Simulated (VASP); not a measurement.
The system is HfGe.

```
Hf Ge
1.0
     0.00000    3.49205    3.49205
     3.49205    0.00000    3.49205
     3.49205    3.49205    0.00000
Hf Ge
2 2
Direct
  0.25000 0.25000 0.25000
  0.00000 0.00000 0.00000
  0.50000 0.50000 0.50000
  0.75000 0.75000 0.75000
```

The cell was built by a generator and needn't be a form met in nature.

- Program: VASP 6.6.1
- Task: relaxation of cell and atoms
- Functional: PBE
- Potentials or basis: VASP PAW PBE potentials, release 64 (Hf_pv, Ge_d)
- Cutoff: 520 eV
- k mesh: 5 × 5 × 5
- Occupations: gaussian, width 0.15 eV
- Spin: no spin polarisation

At the start: pressure -6.8 GPa; volume 21.29 Å³/atom.

Q: How do energy, volume and symmetry change on relaxing?

A: Over 4 steps the energy falls by 36.5 meV/atom and the volume is 19.91 Å³/atom (-6.5 %); space group Fd-3m (No. 227, to 0.05 Å).

Step by step:
```
step  energy change (eV)  largest force (eV/Å)  pressure (GPa)  volume (Å³)
   1              0.0000                0.0000           -6.79        85.17
   2             -0.0982                0.0000            5.25        74.53
   3             -0.1528                0.0000            1.85        78.30
   4             -0.1458                0.0000            0.29        79.64
```

Final structure:
```
CELL_PARAMETERS angstrom
0.00000 3.41488 3.41488
3.41488 0.00000 3.41488
3.41488 3.41488 0.00000
ATOMIC_POSITIONS crystal
Hf 0.25000 0.25000 0.25000
Hf 0.00000 0.00000 0.00000
Ge 0.50000 0.50000 0.50000
Ge 0.75000 0.75000 0.75000
```
